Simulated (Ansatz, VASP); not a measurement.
# Mo (Mo strained to the junction's net): VASP beside Ansatz

Wanted: the spread between two codes on one cell, functional and k mesh. The structure shown is the end of the Ansatz relaxation below.

Program: Ansatz 0.2.0. Level of theory: plane waves, with VASP 6.6.1 beside it; single point at PBE. Results are calculated unless marked as measured.

## (1) The structure

The structure is tetragonal, space group I4/mmm (No. 139). The conventional cell has a = 3.150 Å, b = 3.150 Å, c = 3.167 Å, α = 90.00°, β = 90.00°, γ = 90.00°. Nearest to Mo lie 8 Mo at 2.73 Å.

Coordinates:

```cif
data_structure
_symmetry_space_group_name_H-M 'I4/mmm'
_symmetry_Int_Tables_number 139
_cell_length_a 3.1500
_cell_length_b 3.1500
_cell_length_c 3.1672
_cell_angle_alpha 90.000
_cell_angle_beta 90.000
_cell_angle_gamma 90.000
_cell_volume 31.43
loop_
_atom_site_label
_atom_site_type_symbol
_atom_site_symmetry_multiplicity
_atom_site_Wyckoff_symbol
_atom_site_fract_x
_atom_site_fract_y
_atom_site_fract_z
_atom_site_occupancy
Mo1 Mo 2 a 0.00000 0.00000 0.00000 1
```

## (2) Ansatz: relaxation, PBE

Ansatz runs on its default PAW (the set named soft_2) files.

This run makes the geometry at which the two programs are then compared.

The input, input.yaml:

```yaml
crystal:
  lattice:
    - [3.15, 0.0, 0.0]
    - [0.0, 3.15, 0.0]
    - [0.0, 0.0, 3.15]
  atoms:
    - { symbol: Mo, position: [0.0, 0.0, 0.0] }
    - { symbol: Mo, position: [0.5, 0.5, 0.5] }
kpoints:
  mp_grid: { grid: [10, 10, 10] }
scf:
  occupations: { method: fermi_dirac, width: 0.1 }
  max_iter: 150
hamiltonian:
  xc: pbe
relax:
  f_tol: 0.01
  max_steps: 40
  cell: { fix: [a, b, angles] }
```

Started as:

```bash
$ ansatz run input.yaml --threads 4 --pin off --max-ram 12288MiB --backend cpu --events-out ev --progress --plain --runs-dir out
```

Numbers of over 12 decimals in the logs are rounded to 6 here.

What it wrote:

```text
Warning: crystal.symmetry: narrowed to the stabiliser of the fixed cell quantities (relax.cell.fix) — unitary ops 96 → 32. The narrowing is safe, since a smaller group never makes results wrong: the run goes on under it, on as many k-points as the starting group would need, or more. Excluded: 64 operations that would move a fixed cell quantity at a test strain (relax.cell.fix fixes a, b, alpha, beta, gamma). The cell can leave their symmetry as it relaxes.
Engine: ansatz 0.2.0, aarch64-unknown-linux-gnu
Pseudopotentials: kind: paw
Pseudopotential: Mo, paw, valence charge 14, recommended cutoff 420 eV (normal), Mo.paw.azcp
Functional definition: PBE
  parameter kappa = 0.804
  parameter beta = 0.066725
  exchange = pbe_x(kappa = kappa, mu = beta*pi^2/3)
  correlation = pbe_c(beta = beta)
Crystal: 2 atoms, lattice volume = 31.256 Å³
Basis set: ecut = 420 eV, 619 PW (Γ), exchange–correlation on 48×48×48 points (8 copies of the dense FFT grid, shifted against one another)
Bands: 18, of which v1, the nominal top of the filled ones, is band 14 counted from 1 (13 counted from 0)
Symmetry: 32 space group operations
k-points: 126 of 1000
Non-local potential: Mo, projectors of the file, l = 0: 3, l = 1: 2, l = 2: 2, l = 3: 1
PAW form: soft (Blöchl's): semilocal exchange-correlation on the pseudo side does not see the compensation charge
PAW one-centre angular grid: Mo, 590 points (default); XC on 64 Gauss nodes
Initial density: superposition of atomic densities (neutral atoms: chi_scale 0, normalization atom), corrected by the library's trained network
Initial wavefunctions: pseudopotential atomic-orbital guess
Functional: x = pbe(κ = 0.804, μ = 0.219515), c = pbe(β = 0.066725)
SCF iter   1: F=—  HF=-9912.065036 eV  |F-HF|=—  |Δ(HF+E_count)|=         —  Δρ=2.60e-3  dr2=9.10e-4  ethr=1.77e-3  ⟨swp⟩=5.2  Hψ=10044  notcnv=0
preconditioner: auto → none  [metal: Δε(μ)=0.076 eV  Ē_g=4.627 eV  σ=0.100 eV  W_gap=0.19  n_scr=6 (ndim 8)  ℏωp=23.0 eV  f_vac=0.000  D(μ)=1.24/eV (n_scr^D=6)  sad-step TF]
SCF iter   2: F=—  HF=-9912.065050 eV  |F-HF|=—  |Δ(HF+E_count)|=   1.47e-5  Δρ=1.57e-3  dr2=3.43e-4  ethr=3.25e-6  ⟨swp⟩=2.1  Hψ=4261  notcnv=0
SCF iter   3: F=—  HF=-9912.065083 eV  |F-HF|=—  |Δ(HF+E_count)|=   3.23e-5  Δρ=3.74e-4  dr2=3.27e-5  ethr=1.22e-6  ⟨swp⟩=1.6  Hψ=3013  notcnv=0
SCF iter   4: F=—  HF=-9912.065074 eV  |F-HF|=—  |Δ(HF+E_count)|=   8.88e-6  Δρ=1.47e-4  dr2=2.47e-6  ethr=1.17e-7  ⟨swp⟩=2.7  Hψ=3966  notcnv=0
SCF iter   5: F=—  HF=-9912.065075 eV  |F-HF|=—  |Δ(HF+E_count)|=   8.94e-7  Δρ=4.45e-5  dr2=3.93e-7  ethr=8.82e-9  ⟨swp⟩=2.0  Hψ=4055  notcnv=0
SCF iter   6: F=-9912.065075 eV  HF=-9912.065075 eV  |F-HF|=3.38e-8  |Δ(HF+E_count)|=   1.54e-7  Δρ=1.50e-5  dr2=3.93e-8  ethr=3.57e-10  ⟨swp⟩=4.0  Hψ=7840  notcnv=0
SCF 1 converged in 6 iterations: F = -9912.065075 eV  dr2 = 3.93e-8
  greatest PAW one-centre occupation: 0.998 electrons in one spin orbital (limit 2), on the Mo atom at site 1 (counted from 0), in its partial waves of l = 0
relax step   1: F+E_penalty+E_count = -9912.06507451 eV  Δ(F+E_penalty+E_count) = +0.000e0 eV  max|allowed force component| = 2.416e-30 eV/Å  Δτ_max = 0.0000 Å  P = +2.545 GPa  Ω = 31.256 Å³  fix = [a, b, alpha, beta, gamma]  reactions: a +2.545, b +2.545 GPa  (6 SCF iters, dr2 threshold 1.00e-7 eV, accepted)
[...]
relax step   3: F+E_penalty+E_count = -9912.06636741 eV  Δ(F+E_penalty+E_count) = -1.293e-3 eV  max|allowed force component| = 7.691e-30 eV/Å  Δτ_max = 0.0000 Å  P = +1.049 GPa  Ω = 31.433 Å³  energy of the carried Pulay correction = -5.318e-5 eV  fix = [a, b, alpha, beta, gamma]  reactions: a +1.623, b +1.623 GPa  (6 SCF iters, accepted)
[...]
relax step   4: F+E_penalty+E_count = -9912.06637161 eV  Δ(F+E_penalty+E_count) = -4.197e-6 eV  max|allowed force component| = 6.508e-30 eV/Å  Δτ_max = 0.0000 Å  P = +1.105 GPa  Ω = 31.427 Å³  energy of the carried Pulay correction = -5.116e-5 eV  fix = [a, b, alpha, beta, gamma]  reactions: a +1.658, b +1.658 GPa  (6 SCF iters, dr2 threshold 2.55e-8 eV, accepted)
[...]
relax step   5: F+E_penalty+E_count = -9912.06642542 eV  Δ(F+E_penalty+E_count) = -5.381e-5 eV  max|allowed force component| = 2.071e-30 eV/Å  Δτ_max = 0.0000 Å  P = +1.104 GPa  Ω = 31.427 Å³  fix = [a, b, alpha, beta, gamma]  reactions: a +1.657, b +1.657 GPa  stress off target by 2.79e-3 GPa on what of the cell is left free  SCF on the basis re-selected at this cell (its energy is not comparable with the rows above)  (8 SCF iters)
basis re-selected at this cell: Δ(F+E_penalty+E_count) = -5.381e-5 eV, ΔP = -0.001 GPa vs the last step (what re-selecting the basis moved, of the pressure what is left beyond the Pulay correction that the steps carried, after the strain that the cell walked since its last selection, with what the two solves' SCF thresholds leave and, on support functions, any second-order correction that the steps lacked; it is no m [...]
SCF converged after 8 iterations
Free energy (F): -9912.066425 eV
Harris-Foulkes:  -9912.066425 eV  (|F-HF|=1.82e-12)
Internal energy: -9912.024885 eV  (E = F + TS)
E sigma→0 (E₀):  -9912.045655 eV
Entropy (-TS):   -0.041541 eV (-20.770 meV/atom)
Fermi energy:    21.009118 eV
--- Per-component energies (eV) ---
  E_band       = -112.959528
  E_kinetic    = 881.733763
  E_local      = -1575.422800  (includes V_loc(G=0)·N_el)
  E_nonlocal   = 285.225483
  E_hartree    = 520.736811
  E_xc         = -367.123459
  E_vxc        = -458.216004  (∫ρ·V_xc dr)
  E_paw        = -6402.421859  (= ΣΔE_a)
  E_vpaw       = -287.753675  (= ΣTr[D̂ρ^β])
  E_aug_tail   = 0.000083  (compensation charges beyond the density's cutoff)
  E_ewald      = -3254.752907
  E_smearing   = -0.041541  (= −TS)
  E_closure    = 0.000000  (closes the sum)
  Σ components = -9912.066425   (vs F -9912.066425, Δ=0.00e0)
--- Forces (eV/Å), atoms counted from 1 ---
  atom   1  Mo     0.00000000    -0.00000000     0.00000000
  atom   2  Mo     0.00000000    -0.00000000     0.00000000
  max |Σ_I F_I| component: 4.00e-29 eV/Å
--- Stress (GPa, compression-positive) ---
        1.656934      -0.000000       0.000000
       -0.000000       1.656934      -0.000000
        0.000000      -0.000000      -0.002792
  P = ⅓ Tr σ = 1.1037 GPa (11.037 kbar)
--- Band table (eV; the first three rows and the last of 126) ---
  k-point 0: bands = [... 10 lower, 15.5922, 19.6078, 19.6078, 19.6697, 22.5917, 22.6714, 24.9173, 24.9364]
  k-point 1: bands = [... 10 lower, 15.7657, 19.5979, 19.5979, 19.7655, 22.3027, 22.7679, 24.3479, 24.3479]
  k-point 2: bands = [... 10 lower, 16.2718, 19.5989, 19.5989, 20.0495, 21.5366, 23.0369, 23.1951, 23.1951]
  k-point 125: bands = [... 10 lower, 18.3803, 18.3803, 18.3803, 18.3803, 23.3840, 23.3840, 23.4277, 23.4277]
--- Relaxed structure (4 steps of the walk, 3 accepted, 1 SCFs on fresh bases) ---
  F+E_penalty+E_count = -9912.06642542 eV   max|allowed force component| = 2.071e-30 eV/Å   (the final SCF, on the basis selected at the relaxed cell)
  cell:  # Å, volume = 31.4267 Å³
    - [3.15, 0, 0.0]
    - [0, 3.15, 0.0]
    - [0.0, 0.0, 3.167215]
  atoms:
    - { symbol: Mo, position: [0.0, 0.0, 0.0] }
    - { symbol: Mo, position: [0.5, 0.5, 0.500000] }
```

The column dr2 measures how far the density is from self-consistency, as an energy; F and HF (Harris–Foulkes) agree once it is small.

## (3) VASP: single point, PBE

The same cell, functional, mesh and smearing now go to VASP, with its own data sets.

Lines of VASP's logs that name or quote its potential files are left out, and so is its time.

The input, INCAR:

```
SYSTEM = Mo
PREC = Accurate
ENCUT = 500
EDIFF = 1E-06
NELM = 120
ISMEAR = -1
SIGMA = 0.1
LREAL = .FALSE.
ALGO = Normal
GGA = PE
NBANDS = 20
LASPH = .TRUE.
LORBIT = 11
LWAVE = .FALSE.
LCHARG = .FALSE.
ISIF = 2
GGA_COMPAT = .FALSE.
```

The input, POSCAR:

```
Mo
1.0
    3.1500000000      0.0000000000      0.0000000000
    0.0000000000      3.1500000000      0.0000000000
    0.0000000000      0.0000000000      3.1672146459
Mo
2
Direct
    0.0000000000      0.0000000000      0.0000000000
    0.5000000000      0.5000000000      0.5000000000
```

The input, KPOINTS:

```
Automatic mesh
0
Gamma
10 10 10
0 0 0
```

The projector-augmented-wave data sets are Mo_sv (PBE family, release 64).

Started as:

```bash
$ mpirun -np 1 vasp_std
```

What it wrote:

```text
[banner, memory and clock lines left out]
running    1 mpi-ranks, on    1 nodes
 distrk:  each k-point on    1 cores,    1 groups
 distr:  one band on    1 cores,    1 groups

 POSCAR found type information on POSCAR Mo
 POSCAR found :  1 types and       2 ions
 LDA part: xc-table for (Slater+PW92), standard interpolation
 POSCAR, INCAR and KPOINTS ok, starting setup
 FFT: planning ... GRIDC
 FFT: planning ... GRID_SOFT
 FFT: planning ... GRID
 WAVECAR not read
 entering main loop
       N       E                     dE             d eps       ncg     rms          rms(c)
DAV:   1     0.265772706469E+03    0.26577E+03   -0.16652E+04  5040   0.142E+03
DAV:   2    -0.173067142395E+02   -0.28308E+03   -0.27526E+03  5652   0.439E+02
DAV:   3    -0.231708748513E+02   -0.58642E+01   -0.57407E+01  5568   0.629E+01
DAV:   4    -0.232128882584E+02   -0.42013E-01   -0.41751E-01  5280   0.499E+00
DAV:   5    -0.232131140123E+02   -0.22575E-03   -0.22575E-03  5436   0.404E-01    0.205E+01
DAV:   6    -0.220543456970E+02    0.11588E+01   -0.22736E+00  5128   0.136E+01    0.553E+00
DAV:   7    -0.219004952793E+02    0.15385E+00   -0.46176E-01  5288   0.555E+00    0.131E+00
DAV:   8    -0.218929625172E+02    0.75328E-02   -0.83891E-03  5144   0.955E-01    0.263E-01
DAV:   9    -0.218930809475E+02   -0.11843E-03   -0.32452E-04  5740   0.187E-01    0.924E-02
DAV:  10    -0.218931007408E+02   -0.19793E-04   -0.26134E-05  5144   0.507E-02    0.138E-02
DAV:  11    -0.218931009082E+02   -0.16745E-06   -0.90821E-07  2732   0.724E-03
   1 F= -.21893101E+02 E0= -.21872313E+02  d E =-.415764E-01
```

Parts of OUTCAR (step 3):

```text
ion  position               nearest neighbor table
   1  0.000  0.000  0.000-   2 2.73   2 2.73   2 2.73   2 2.73   2 2.73   2 2.73   2 2.73   2 2.73

  LATTYP: Found a simple tetragonal cell.
 ALAT       =     3.1500000000
 C/A-ratio  =     1.0054649670

 Subroutine GETGRP returns: Found 16 space group operations
 (whereof 16 operations were pure point group operations)

The static configuration has the point symmetry D_4h.

 Found    126 irreducible k-points:

   k-points           NKPTS =    126   k-points in BZ     NKDIM =    126   number of bands    NBANDS=     20

   dimension x,y,z NGX =    24 NGY =   24 NGZ =   24
   dimension x,y,z NGXF=    48 NGYF=   48 NGZF=   48

   ENCUT  =  500.0 eV  36.75 Ry    6.06 a.u.   5.74  5.74  5.77*2*pi/ulx,y,z

   NELECT =      28.0000    total number of electrons

 k-points in reciprocal lattice and weights: Automatic mesh
   0.00000000  0.00000000  0.00000000       0.001
   0.10000000  0.00000000  0.00000000       0.004
   0.20000000  0.00000000  0.00000000       0.004
   0.30000000  0.00000000  0.00000000       0.004
   0.40000000  0.00000000  0.00000000       0.004
   0.50000000  0.00000000  0.00000000       0.002
   0.10000000  0.10000000  0.00000000       0.004
   0.20000000  0.10000000  0.00000000       0.008
   0.30000000  0.10000000  0.00000000       0.008
[...]
0.50000000  0.40000000  0.50000000       0.004
   0.50000000  0.50000000  0.50000000       0.001

 average (electrostatic) potential at core
       1 -69.2724       2 -69.2724

 E-fermi :  12.5413

 k-point     1 :       0.0000    0.0000    0.0000
  band No.  band energies     occupation
    ...
     10       7.1058      2.00000
     11       7.1198      2.00000
     12      11.1400      2.00000
     13      11.1400      2.00000
     14      11.2019      2.00000
     15      14.1267      0.00000
     16      14.2063      0.00000
     17      16.4539      0.00000
     18      16.4730      0.00000
     19      16.4730      0.00000
    ...

 k-point     2 :       0.1000    0.0000    0.0000
  band No.  band energies     occupation
    ...
     10       7.2260      2.00000
     11       7.3084      2.00000
     12      11.1246      2.00000
     13      11.1856      2.00000
     14      11.2370      2.00000
     15      13.8914      0.00000
     16      14.2543      0.00000
     17      15.8607      0.00000
     18      15.8625      0.00000
     19      16.2851      0.00000
    ...

 k-point     3 :       0.2000    0.0000    0.0000
  band No.  band energies     occupation
    ...
     10       7.5744      2.00000
     11       7.8254      2.00000
     12      11.1114      2.00000
     13      11.1700      2.00000
     14      11.5245      1.99992
     15      13.1196      0.00614
     16      14.5458      0.00000
     17      14.6835      0.00000
     18      14.7015      0.00000
     19      15.7681      0.00000
    ...

  Total        0.4312401      0.4312401      0.1060761      0.0000000      0.0000000      0.0000000
  in kB       21.9852366     21.9852366      5.4079105      0.0000000      0.0000000      0.0000000
  external PRESSURE =      16.4594612 kB  Pullay stress =       0.0000000 kB

  energy-cutoff  :      500.00
  volume of cell :       31.43
      direct lattice vectors                 reciprocal lattice vectors
     3.150000000  0.000000000  0.000000000     0.317460317  0.000000000  0.000000000
     0.000000000  3.150000000  0.000000000     0.000000000  0.317460317  0.000000000
     0.000000000  0.000000000  3.167214646     0.000000000  0.000000000  0.315734837

 POSITION                                       TOTAL-FORCE (eV/Angst)
 -----------------------------------------------------------------------------------
      0.00000      0.00000      0.00000         0.000000     -0.000000      0.000000
      1.57500      1.57500      1.58361        -0.000000      0.000000     -0.000000
 -----------------------------------------------------------------------------------
    total drift:                                0.000000      0.000000     -0.000000

  FREE ENERGIE OF THE ION-ELECTRON SYSTEM (eV)
  ---------------------------------------------------
  free  energy   TOTEN  =       -21.8931009082 eV

  energy  without entropy=      -21.8515245554  energy(sigma->0) =      -21.87231273

 total charge
# of ion       s       p       d       tot
------------------------------------------
    1        2.380   6.202   3.909  12.491
    2        2.380   6.202   3.909  12.491
--------------------------------------------------
tot          4.759  12.404   7.819  24.982

[... 3 further parts left out ...]
```

The run ends at a pressure of 1.65 GPa.

## (4) Side by side

Known differences besides the potentials themselves: the cutoff is 420 eV in Ansatz and 500 eV in VASP; Ansatz's pressure holds a Pulay correction, VASP's none. Total energies have different zeros and are not compared.

Both answers:

```csv
quantity,Ansatz,VASP,difference
pressure (GPa),1.10,1.65,-0.54
```

## (5) What came out

| Item | Value |
| --- | --- |
| difference in pressure (single point, PBE) | -0.54 GPa |

**Reading.** The difference in pressure is -0.54 GPa (single point, PBE), within the 1 GPa picked in this series as the mark of a large difference. How closely two codes agree says nothing of how well the functional describes the real material.

[Lines on the potential files, build, host, timing and source positions are cut from VASP's logs without a mark.]

[Logs are printed without paths, hosts, clocks, repeated set-up lines and the standing remarks that a program may print on its own settings, such as how far it seeks lower states.]

[Hosts, paths, dates, database ids (printed as entryN), source tags and the programs' standing remarks are cut or masked in the printed files.]
